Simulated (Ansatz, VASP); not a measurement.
# Cross-check of B2O3 (boron oxide glass) between VASP and Ansatz, part 2 of 2

Aim: how closely do two programs agree when they are given the same cell, functional and k mesh? Of the first pair: The structure shown is the start of the Ansatz relaxation below; VASP solves that cell, so the two are compared at the walk's first step.

VASP 6.6.1 and Ansatz 0.2.0.

So far: The structure; Ansatz: relaxation, r2SCAN.

## 3. VASP: single point, r2SCAN, start cell, pair 1

Level of this step: r2SCAN; plane waves and PAW (B, O) (VASP).

The same cell, functional and mesh now go to VASP, with its own data sets.

Lines of VASP's logs that name or quote its potential files are left out, and so is its time.

Input file INCAR:

```
SYSTEM = B2O3
PREC = Accurate
ENCUT = 580
EDIFF = 1E-06
NELM = 120
ISMEAR = 0
SIGMA = 0.01
LREAL = Auto
ALGO = Normal
METAGGA = R2SCAN
LASPH = .TRUE.
NBANDS = 232
LORBIT = 11
LWAVE = .FALSE.
LCHARG = .FALSE.
ISIF = 2
GGA_COMPAT = .FALSE.
EFERMI = MIDGAP
LMIXTAU = .TRUE.
NCORE = 2
```

Input file POSCAR:

```
B2O3
1.0
   10.8786000000      0.0000000000      0.0000000000
    0.0000000000     10.6971100000      0.0000000000
    0.0000000000      0.0000000000      9.9190700000
B O
30 45
Direct
    0.4357362161      0.0488543167      0.7136556149
    0.1688544482      0.1277073901      0.2979109937
    0.6387494714      0.1870785661      0.4783512970
    0.1500009192      0.8094896659      0.5399296507
    0.2848895998      0.6356296233      0.6323979970
    0.6101244645      0.9660833627      0.5661115407
    0.1715110400      0.5043137819      0.9978354826
    0.3306675491      0.4448210778      0.4902576552
    0.7494990164      0.3611816650      0.3454860183
    0.3145625356      0.0305877008      0.9260646411
    0.6477028294      0.7406860358      0.6223970594
    0.8806188296      0.5597493155      0.3225302372
    0.0316125237      0.6899433585      0.0612053348
    0.9063758204      0.4201602115      0.5315316859
    0.7560807457      0.1145636532      0.9345331770
    0.7625429743      0.4765866669      0.1275421990
    0.8326255217      0.5985915822      0.6894597981
    0.0638593201      0.3356794499      0.8543643709
    0.3696063832      0.4238714943      0.0752590717
    0.0987810932      0.0389544466      0.5238898405
    0.4348629419      0.2564524437      0.5919607383
    0.2140808560      0.0791802646      0.0616791695
    0.5682624602      0.5198226437      0.9795172330
    0.0519460225      0.2609957269      0.6186971158
    0.8570771974      0.3133837083      0.9711999210
    0.8689721104      0.7417236992      0.8904161378
    0.4784623021      0.6334234200      0.7609281919
    0.0566800875      0.7075275472      0.3249599005
    0.7677090802      0.9486767921      0.8974934142
    0.3084128472      0.3153842486      0.2796532336
    0.7316014928      0.2617809857      0.4277114689
    0.0764436600      0.1372239792      0.6085247911
    0.0901494678      0.6016110894      0.9867860596
    0.7392495358      0.6502223498      0.6186265446
    0.8277076094      0.5775204705      0.2054023210
    0.9386593863      0.7599996635      0.0029135796
    0.1119169746      0.0498358903      0.3865281725
    0.1414520251      0.3909373653      0.9443828907
    0.6734138584      0.8544363852      0.5632181243
    0.3560108838      0.6079025082      0.7440314465
    0.5321089111      0.7105190093      0.6645179437
    0.3379295130      0.4186831770      0.3549022237
    0.5276138474      0.2447203030      0.4987665174
    0.2846505984      0.5186354071      0.0569912300
    0.8842957734      0.6407057607      0.8064062457
    0.6783593477      0.5370702928      0.0381285746
    0.8416799956      0.4504581144      0.4040701396
    0.8603496773      0.4120365220      0.0538457738
    0.1406706745      0.1159378561      0.1628176835
    0.9718438034      0.6251782023      0.3846529967
    0.9796940783      0.3188992167      0.5197059805
    0.6838655709      0.0391414130      0.8468535861
    0.2492783998      0.2172829858      0.3445383489
    0.7521556083      0.2378773332      0.9567328389
    0.7039600684      0.3876000153      0.2262208050
    0.2016619786      0.0962129024      0.9213061305
    0.3924126266      0.9928102076      0.8286563156
    0.2832165904      0.5603756529      0.5204419366
    0.3354843454      0.3156740465      0.1457697143
    0.4962127480      0.9740294341      0.6234858712
    0.9532016987      0.2815807260      0.8868472548
    0.1111632011      0.9248666229      0.5852766439
    0.8347397643      0.0219218088      0.9890241726
    0.6691761808      0.0658121680      0.5047751453
    0.1305223099      0.7733677601      0.4094133825
    0.4861838840      0.4321354085      0.0295491412
    0.3640266211      0.3627241376      0.5896722173
    0.4110915007      0.1736824245      0.6940670849
    0.8869615576      0.4877859534      0.6425299953
    0.0687312706      0.7196803623      0.1899472430
    0.2129961576      0.7410412719      0.6350696184
    0.5476439983      0.5905333310      0.8646677562
    0.0998382145      0.3297619637      0.7216704792
    0.3252716342      0.0100400949      0.0661150693
    0.7796223779      0.8293267995      0.8554733458
```

Input file KPOINTS:

```
Automatic mesh
0
Gamma
1 1 1
0 0 0
```

Potentials, in the order of the species: B and O (PBE family, release 64).

Run with:

```sh
mpirun -np 8 vasp_gam
```

Numbers of over 12 decimals in the logs are rounded to 6 here.

Output:

```text
[banner, memory and clock lines left out]
running    8 mpi-ranks, on    1 nodes
[...]
|                                                                             |
|               ----> ADVICE to this user running VASP <----                  |
|                                                                             |
|     You enforced a specific xc type in the INCAR file but a different       |
|     [... a line on the potential file left out ...]
|     I HOPE YOU KNOW WHAT YOU ARE DOING!                                     |
|                                                                             |

 LDA part: xc-table for (None), standard interpolation
 POSCAR, INCAR and KPOINTS ok, starting setup
[...]
entering main loop
       N       E                     dE             d eps       ncg     rms          rms(c)
DAV:   1     0.347553611292E+04    0.34755E+04   -0.22230E+05   480   0.163E+03
DAV:   2    -0.485879787377E+03   -0.39614E+04   -0.38310E+04   584   0.392E+02
DAV:   3    -0.836705286396E+03   -0.35083E+03   -0.34818E+03   536   0.124E+02
DAV:   4    -0.843853765300E+03   -0.71485E+01   -0.71143E+01   544   0.191E+01
[...]
DAV:  29    -0.672289458353E+03   -0.39498E-05   -0.10847E-06   304   0.436E-03    0.487E-04
DAV:  30    -0.672289459752E+03   -0.13993E-05   -0.13666E-06   312   0.439E-03    0.342E-04
DAV:  31    -0.672289460422E+03   -0.66991E-06   -0.56674E-07   296   0.295E-03
   1 F= -.67228946E+03 E0= -.67228946E+03  d E =0.000000E+00
```

OUTCAR, selected parts (step 3):

```text
  FREE ENERGIE OF THE ION-ELECTRON SYSTEM (eV)
  ---------------------------------------------------
  free  energy   TOTEN  =      -672.2894604223 eV

  energy  without entropy=     -672.2894604223  energy(sigma->0) =     -672.28946042

[... 1 further part left out ...]
```

The run ends at a pressure of -2.60 GPa, with forces up to 0.45 eV/Å.

## 4. Differences

Known differences besides the potentials themselves: VASP keeps PBE cores, Ansatz makes them for the functional; fixed occupations in Ansatz, narrow Gaussian smearing in VASP; the cutoff is 500 eV in Ansatz and 580 eV in VASP (PREC = Accurate, projectors in real space). Total energies have different zeros and are not compared.

Forces on 10 of the 75 atoms, those with the largest forces and the largest differences (eV/Å; atoms numbered as in POSCAR):

| atom | Ansatz x, y, z | VASP x, y, z |
| --- | --- | --- |
| B10 | 0.001, 0.012, 0.033 | 0.158, -0.086, -0.142 |
| B22 | 0.049, 0.018, -0.036 | -0.125, 0.098, 0.097 |
| B29 | 0.030, 0.031, -0.027 | 0.022, -0.197, -0.096 |
| O35 | 0.111, -0.258, 0.302 | 0.108, -0.243, 0.299 |
| O52 | 0.419, -0.049, 0.317 | 0.272, -0.032, 0.194 |
| O55 | 0.292, 0.107, 0.234 | 0.275, 0.114, 0.219 |
| O56 | 0.364, -0.194, 0.373 | 0.249, -0.117, 0.249 |
| O63 | -0.461, 0.039, -0.442 | -0.324, 0.022, -0.310 |
| O64 | -0.315, 0.119, 0.116 | -0.330, 0.129, 0.117 |
| O74 | -0.401, 0.298, -0.397 | -0.286, 0.212, -0.255 |

The forces differ by 47 meV/Å r.m.s., which is 33.4 % of the r.m.s. force of 0.140 eV/Å (both taken over all components).

## 5. Ansatz: relaxation, r2SCAN

This run makes the geometry at which the two programs are then compared. The cell compared in this pair holds 1084.85 Å³, against 1154.28 Å³ for the pair before.

The structure compared here is the end of the Ansatz relaxation.

Input file input.yaml:

```yaml
crystal:
  lattice:
    - [10.8786, 0.0, 0.0]
    - [0.0, 10.69711, 0.0]
    - [0.0, 0.0, 9.91907]
  atoms:
    - { symbol: B, position: [0.43574, 0.04885, 0.71366] }
    - { symbol: B, position: [0.16885, 0.12771, 0.29791] }
    - { symbol: B, position: [0.63875, 0.18708, 0.47835] }
    - { symbol: B, position: [0.15, 0.80949, 0.53993] }
    - { symbol: B, position: [0.28489, 0.63563, 0.6324] }
    - { symbol: B, position: [0.61012, 0.96608, 0.56611] }
    - { symbol: B, position: [0.17151, 0.50431, 0.99784] }
    - { symbol: B, position: [0.33067, 0.44482, 0.49026] }
    - { symbol: B, position: [0.7495, 0.36118, 0.34549] }
    - { symbol: B, position: [0.31456, 0.03059, 0.92606] }
    - { symbol: B, position: [0.6477, 0.74069, 0.6224] }
    - { symbol: B, position: [0.88062, 0.55975, 0.32253] }
    - { symbol: B, position: [0.03161, 0.68994, 0.06121] }
    - { symbol: B, position: [0.90638, 0.42016, 0.53153] }
    - { symbol: B, position: [0.75608, 0.11456, 0.93453] }
    - { symbol: B, position: [0.76254, 0.47659, 0.12754] }
    - { symbol: B, position: [0.83263, 0.59859, 0.68946] }
    - { symbol: B, position: [0.06386, 0.33568, 0.85436] }
    - { symbol: B, position: [0.36961, 0.42387, 0.07526] }
    - { symbol: B, position: [0.09878, 0.03895, 0.52389] }
    - { symbol: B, position: [0.43486, 0.25645, 0.59196] }
    - { symbol: B, position: [0.21408, 0.07918, 0.06168] }
    - { symbol: B, position: [0.56826, 0.51982, 0.97952] }
    - { symbol: B, position: [0.05195, 0.261, 0.6187] }
    - { symbol: B, position: [0.85708, 0.31338, 0.9712] }
    - { symbol: B, position: [0.86897, 0.74172, 0.89042] }
    - { symbol: B, position: [0.47846, 0.63342, 0.76093] }
    - { symbol: B, position: [0.05668, 0.70753, 0.32496] }
    - { symbol: B, position: [0.76771, 0.94868, 0.89749] }
    - { symbol: B, position: [0.30841, 0.31538, 0.27965] }
    - { symbol: O, position: [0.7316, 0.26178, 0.42771] }
    - { symbol: O, position: [0.07644, 0.13722, 0.60852] }
    - { symbol: O, position: [0.09015, 0.60161, 0.98679] }
    - { symbol: O, position: [0.73925, 0.65022, 0.61863] }
    - { symbol: O, position: [0.82771, 0.57752, 0.2054] }
    - { symbol: O, position: [0.93866, 0.76, 0.00291] }
    - { symbol: O, position: [0.11192, 0.04984, 0.38653] }
    - { symbol: O, position: [0.14145, 0.39094, 0.94438] }
    - { symbol: O, position: [0.67341, 0.85444, 0.56322] }
    - { symbol: O, position: [0.35601, 0.6079, 0.74403] }
    - { symbol: O, position: [0.53211, 0.71052, 0.66452] }
    - { symbol: O, position: [0.33793, 0.41868, 0.3549] }
    - { symbol: O, position: [0.52761, 0.24472, 0.49877] }
    - { symbol: O, position: [0.28465, 0.51864, 0.05699] }
    - { symbol: O, position: [0.8843, 0.64071, 0.80641] }
    - { symbol: O, position: [0.67836, 0.53707, 0.03813] }
    - { symbol: O, position: [0.84168, 0.45046, 0.40407] }
    - { symbol: O, position: [0.86035, 0.41204, 0.05385] }
    - { symbol: O, position: [0.14067, 0.11594, 0.16282] }
    - { symbol: O, position: [0.97184, 0.62518, 0.38465] }
    - { symbol: O, position: [0.97969, 0.3189, 0.51971] }
    - { symbol: O, position: [0.68387, 0.03914, 0.84685] }
    - { symbol: O, position: [0.24928, 0.21728, 0.34454] }
    - { symbol: O, position: [0.75216, 0.23788, 0.95673] }
    - { symbol: O, position: [0.70396, 0.3876, 0.22622] }
    - { symbol: O, position: [0.20166, 0.09621, 0.92131] }
    - { symbol: O, position: [0.39241, 0.99281, 0.82866] }
    - { symbol: O, position: [0.28322, 0.56038, 0.52044] }
    - { symbol: O, position: [0.33548, 0.31567, 0.14577] }
    - { symbol: O, position: [0.49621, 0.97403, 0.62349] }
    - { symbol: O, position: [0.9532, 0.28158, 0.88685] }
    - { symbol: O, position: [0.11116, 0.92487, 0.58528] }
    - { symbol: O, position: [0.83474, 0.02192, 0.98902] }
    - { symbol: O, position: [0.66918, 0.06581, 0.50478] }
    - { symbol: O, position: [0.13052, 0.77337, 0.40941] }
    - { symbol: O, position: [0.48618, 0.43214, 0.02955] }
    - { symbol: O, position: [0.36403, 0.36272, 0.58967] }
    - { symbol: O, position: [0.41109, 0.17368, 0.69407] }
    - { symbol: O, position: [0.88696, 0.48779, 0.64253] }
    - { symbol: O, position: [0.06873, 0.71968, 0.18995] }
    - { symbol: O, position: [0.213, 0.74104, 0.63507] }
    - { symbol: O, position: [0.54764, 0.59053, 0.86467] }
    - { symbol: O, position: [0.09984, 0.32976, 0.72167] }
    - { symbol: O, position: [0.32527, 0.01004, 0.06612] }
    - { symbol: O, position: [0.77962, 0.82933, 0.85547] }
kpoints:
  mp_grid: { grid: [1, 1, 1] }
hamiltonian:
  xc: r2scan
scf:
  occupations: { method: fixed }
output:
  forces: true
  stress: true
relax:
  f_tol: 0.04
  max_steps: 60
  cell: { stress_tol: 0.1, fix: [alpha, beta, gamma] }
```

Run with:

```sh
ansatz run input.yaml --threads 8 --pin off --max-ram 15360MiB --backend cpu --events-out ev --progress --plain --runs-dir out
```

Output:

```text
[...]
Crystal: 75 atoms, lattice volume = 1154.278 Å³
Basis set: ecut = 500 eV, 29305 PW (Γ), exchange–correlation on 320×320×300 points (64 copies of the dense FFT grid, shifted against one another)
Bands: 255, of which v1, the nominal top of the filled ones, is band 180 counted from 1 (179 counted from 0)
Symmetry: 1 space group operations
[...]
k-points: 1
[...]
- { symbol: O, position: [0.092567, 0.603912, 0.991413] }
    - { symbol: O, position: [0.737936, 0.645977, 0.614534] }
    - { symbol: O, position: [0.839852, 0.573633, 0.201983] }
    - { symbol: O, position: [0.933194, 0.760522, 0.00411739] }
    - { symbol: O, position: [0.102026, 0.053961, 0.390221] }
    - { symbol: O, position: [0.145031, 0.391431, 0.954962] }
[...]
- { symbol: O, position: [0.553856, 0.583832, 0.854180] }
    - { symbol: O, position: [0.114138, 0.341538, 0.724506] }
    - { symbol: O, position: [0.310794, 0.00987282, 0.066503] }
    - { symbol: O, position: [0.769250, 0.824614, 0.851983] }
[key lines of the parts left out:]
P = ⅓ Tr σ = 0.0223 GPa (0.223 kbar)
```

## 6. VASP: single point, r2SCAN, relaxed cell, pair 2

The same cell, functional and mesh now go to VASP, with its own data sets.

INCAR: that of step 3 with these lines changed.

```diff
@@ -2,3 +2,3 @@
 PREC = Accurate
-ENCUT = 580
+ENCUT = 660
 EDIFF = 1E-06
```

Input file POSCAR:

```
B2O3
1.0
   10.4497070000      0.0000000000      0.0000000000
    0.0000000000     10.6009880000      0.0000000000
    0.0000000000      0.0000000000      9.7931170000
B O
30 45
Direct
    0.4306500000      0.0489000000      0.7135200000
    0.1615200000      0.1324500000      0.3016300000
    0.6393800000      0.1846100000      0.4756500000
    0.1467200000      0.8134900000      0.5469100000
    0.2719400000      0.6316700000      0.6391700000
    0.6069900000      0.9638000000      0.5638600000
    0.1760900000      0.5064700000      0.0057900000
    0.3264000000      0.4471100000      0.4918400000
    0.7528100000      0.3602600000      0.3448100000
    0.3052500000      0.0363300000      0.9265300000
    0.6434800000      0.7368300000      0.6174000000
    0.8897800000      0.5581200000      0.3226500000
    0.0308900000      0.6934000000      0.0642000000
    0.9141700000      0.4190000000      0.5315200000
    0.7514400000      0.1135800000      0.9235000000
    0.7694600000      0.4735900000      0.1249800000
    0.8302800000      0.5923600000      0.6908500000
    0.0731800000      0.3363300000      0.8568900000
    0.3759900000      0.4186800000      0.0761000000
    0.1031700000      0.0446300000      0.5294600000
    0.4327700000      0.2570300000      0.5915900000
    0.2035600000      0.0901100000      0.0632300000
    0.5740400000      0.5138600000      0.9705900000
    0.0702800000      0.2689700000      0.6209400000
    0.8604200000      0.3082800000      0.9653800000
    0.8614800000      0.7375700000      0.8917800000
    0.4739900000      0.6275600000      0.7570700000
    0.0633000000      0.7134700000      0.3276100000
    0.7601900000      0.9459800000      0.8892100000
    0.3111200000      0.3146900000      0.2830200000
    0.7362200000      0.2602000000      0.4275000000
    0.0989300000      0.1453800000      0.6153200000
    0.0925700000      0.6039100000      0.9914100000
    0.7379400000      0.6459800000      0.6145300000
    0.8398500000      0.5736300000      0.2019800000
    0.9331900000      0.7605200000      0.0041200000
    0.1020300000      0.0539600000      0.3902200000
    0.1450300000      0.3914300000      0.9549600000
    0.6711100000      0.8513200000      0.5602200000
    0.3466100000      0.6015100000      0.7502000000
    0.5227500000      0.7062400000      0.6572500000
    0.3374100000      0.4210200000      0.3559000000
    0.5230600000      0.2409400000      0.4921500000
    0.2920000000      0.5188900000      0.0684300000
    0.8785900000      0.6340400000      0.8110700000
    0.6845800000      0.5364700000      0.0344800000
    0.8474900000      0.4496600000      0.4037600000
    0.8676100000      0.4038100000      0.0528700000
    0.1290000000      0.1281900000      0.1659600000
    0.9809800000      0.6254700000      0.3880000000
    0.9966300000      0.3229300000      0.5176000000
    0.6759200000      0.0379700000      0.8357900000
    0.2503300000      0.2167600000      0.3493800000
    0.7490900000      0.2372000000      0.9462900000
    0.7048900000      0.3879800000      0.2254500000
    0.1965100000      0.1146100000      0.9228400000
    0.3829500000      0.9931700000      0.8283900000
    0.2727700000      0.5608000000      0.5228300000
    0.3425700000      0.3110900000      0.1491200000
    0.4882200000      0.9728400000      0.6197500000
    0.9594900000      0.2759300000      0.8805500000
    0.1130600000      0.9308000000      0.5929100000
    0.8311600000      0.0199500000      0.9790000000
    0.6702800000      0.0635800000      0.5043800000
    0.1357400000      0.7842500000      0.4120700000
    0.4911800000      0.4221300000      0.0159100000
    0.3627100000      0.3656200000      0.5918900000
    0.4117900000      0.1755600000      0.6965100000
    0.8875300000      0.4813600000      0.6453900000
    0.0711300000      0.7283100000      0.1917600000
    0.1964200000      0.7362700000      0.6453000000
    0.5538600000      0.5838300000      0.8541800000
    0.1141400000      0.3415400000      0.7245100000
    0.3107900000      0.0098700000      0.0665000000
    0.7692500000      0.8246100000      0.8519800000
```

KPOINTS is that of step 3.

Run with:

```sh
mpirun -np 8 vasp_gam
```

Output:

```text
[banner, memory and clock lines left out]
running    8 mpi-ranks, on    1 nodes
[...]
[... a notice as in an earlier step ...]

 LDA part: xc-table for (None), standard interpolation
 POSCAR, INCAR and KPOINTS ok, starting setup
[...]
entering main loop
       N       E                     dE             d eps       ncg     rms          rms(c)
DAV:   1     0.378674459088E+04    0.37867E+04   -0.24073E+05   472   0.182E+03
DAV:   2    -0.458479449655E+03   -0.42452E+04   -0.40912E+04   568   0.416E+02
DAV:   3    -0.836756811741E+03   -0.37828E+03   -0.37519E+03   536   0.132E+02
DAV:   4    -0.844536052980E+03   -0.77792E+01   -0.77497E+01   544   0.202E+01
[...]
DAV:  28    -0.672809250550E+03   -0.13076E-05   -0.29929E-06   392   0.666E-03    0.532E-04
DAV:  29    -0.672809252448E+03   -0.18987E-05   -0.61346E-07   288   0.332E-03    0.435E-04
DAV:  30    -0.672809252753E+03   -0.30406E-06   -0.47757E-07   288   0.277E-03
   1 F= -.67280925E+03 E0= -.67280925E+03  d E =0.000000E+00
```

OUTCAR, selected parts (step 6):

```text
  FREE ENERGIE OF THE ION-ELECTRON SYSTEM (eV)
  ---------------------------------------------------
  free  energy   TOTEN  =      -672.8092527525 eV

  energy  without entropy=     -672.8092527525  energy(sigma->0) =     -672.80925275

[... 1 part as in an earlier step ...]
```

The run ends at a pressure of 0.12 GPa, with forces up to 0.26 eV/Å.

## 7. Differences

What differs besides the data sets and the points named for the pairs above, as far as they apply: the cutoff is 500 eV in Ansatz and 660 eV in VASP (PREC = Accurate, projectors in real space). Total energies have different zeros and are not compared.

Compared:

| quantity | Ansatz | VASP | difference |
| --- | --- | --- | --- |
| pressure (GPa) | 0.02 | 0.12 | -0.10 |
| gap on the k mesh (eV) | 6.131 | 6.120 | +0.012 |

Forces on 7 of the 75 atoms, those with the largest forces and the largest differences (eV/Å; atoms numbered as in POSCAR):

| atom | Ansatz x, y, z | VASP x, y, z |
| --- | --- | --- |
| B10 | -0.003, -0.002, -0.006 | 0.152, -0.114, -0.183 |
| B15 | -0.004, 0.001, 0.001 | -0.056, 0.233, 0.036 |
| B22 | -0.003, 0.000, 0.006 | -0.176, 0.093, 0.143 |
| B29 | -0.004, -0.010, 0.000 | -0.017, -0.241, -0.064 |
| O52 | -0.004, 0.001, -0.006 | -0.144, 0.019, -0.128 |
| O63 | 0.007, 0.001, 0.001 | 0.137, -0.014, 0.120 |
| O74 | 0.002, 0.002, -0.001 | 0.099, -0.093, 0.131 |

The forces differ by 47 meV/Å r.m.s., where the r.m.s. force is 0.005 eV/Å in Ansatz and 0.049 eV/Å in VASP: the atoms lie near their places of rest in Ansatz, so a percentage would say little (all taken over all components). A gap on the mesh is an upper bound, since the band edges may lie between its points.

## 8. Summary of results

```yaml
r_m_s_force_difference_single_point_r2scan_start_cell_pair_1: 47 meV/Å
r_m_s_force_difference_single_point_r2scan_relaxed_cell_pair_2: 47 meV/Å
```

In words: The r.m.s. force difference is 47 meV/Å (single point, r2SCAN, relaxed cell, pair 2), beyond the 12 meV/Å picked in this series as the mark of a large difference. What causes the difference of the single point, r2SCAN, start cell, pair 1 pair stays open here. What causes the difference of the single point, r2SCAN, relaxed cell, pair 2 pair stays open here. Such differences can come from data sets, numerical settings and the points named under the comparisons, not from the functional's error against experiment.

[Lines on the potential files, build, host, timing and source positions are cut from VASP's logs without a mark.]

[Logs are printed without paths, hosts, clocks, repeated set-up lines and the standing remarks that a program may print on its own settings, such as how far it seeks lower states.]

[Hosts, paths, dates, database ids (printed as entryN), source tags and the programs' standing remarks are cut or masked in the printed files.]
